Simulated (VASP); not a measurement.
Given:

```xyz
3
Lattice="1.7700 -3.0657 0.0000 1.7700 3.0657 0.0000 0.0000 0.0000 5.0400" Properties=species:S:1:pos:R:3 pbc="T T T"
Pt     0.0000     0.0000     0.0000
S      1.7700     1.0219     1.1592
S      1.7700    -1.0219     3.8808
```

These are PBE GGA, VASP's PBE PAW potentials (set 64) (plane waves; VASP) values and carry that method's errors. Settings: 400 eV cut-off, 4×4×2 Monkhorst-Pack mesh, Gaussian smearing of 0.050 eV, potentials Pt S.

### Question
Give the force on each atom (eV/Å).

### Answer

| atom | Fx | Fy | Fz |
|---|---|---|---|
| Pt1 | 0.000 | 0.000 | 0.000 |
| S2 | 0.000 | 0.000 | 0.992 |
| S3 | 0.000 | 0.000 | -0.992 |

### Question
Give the stress tensor in GPa (positive for a compressed cell).

### Answer

```
10.61   0.00   0.00
 0.00  10.61   0.00
 0.00   0.00   9.02
```
The pressure is its mean diagonal, 10.08 GPa.

The compound is PtS2 in the 1T layered structure. The cell was not relaxed at this level. The k-mesh is coarse (spacing up to 0.62 per Å, 2π included), so the numbers may not be converged in it. The run is one of a series of settings (KPOINTS 4×4×2 Monkhorst-Pack mesh against the base run), some of them coarse on purpose.
